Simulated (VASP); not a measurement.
A run of VASP 6.6.1:

File INCAR:

```
SYSTEM = Cu3O2
  PREC = Accurate
  ENCUT = 520
  EDIFF = 1E-7
  ISMEAR = -1
  SIGMA = 0.05
  LREAL = .FALSE.
  LASPH = .TRUE.
  NELM = 80
  ALGO = Normal
  ISIF = 2
  LWAVE = .FALSE.
  LCHARG = .FALSE.
  GGA = PS
  NBANDS = 30
  KPAR = 2
```

Contents of KPOINTS:

```
regular mesh
0
G
  9 9 9
  0 0 0
```

POSCAR

```
Cu3O2
1.0
   -2.0229820000      2.0229820000      3.6736170000
    2.0229820000     -2.0229820000      3.6736170000
    2.0229820000      2.0229820000     -3.6736170000
Cu O
3 2
Direct
    0.0000000000      0.0000000000      0.0000000000
    0.7500000000      0.2500000000      0.5000000000
    0.2500000000      0.7500000000      0.5000000000
    0.5000000000      0.0000000000      0.5000000000
    0.0000000000      0.5000000000      0.5000000000
```

Potentials or basis: VASP PAW PBE potentials, release 64 (Cu, O).

Command:

```sh
$ cat potpaw_PBE.64/Cu/POTCAR potpaw_PBE.64/O/POTCAR > POTCAR
$ mpirun -np 2 vasp_std > vasp.out
```

Hardware: 2 MPI ranks on Intel(R) Xeon(R) 6975P-C (Granite Rapids), with other jobs on the host.

Q: Estimate the wall time of this run.

A: Wall time 46 s on 2 MPI ranks on Intel(R) Xeon(R) 6975P-C (Granite Rapids) (shared host), peak memory 0.26 GiB a rank. Counts: scf iterations 17, k points 75.
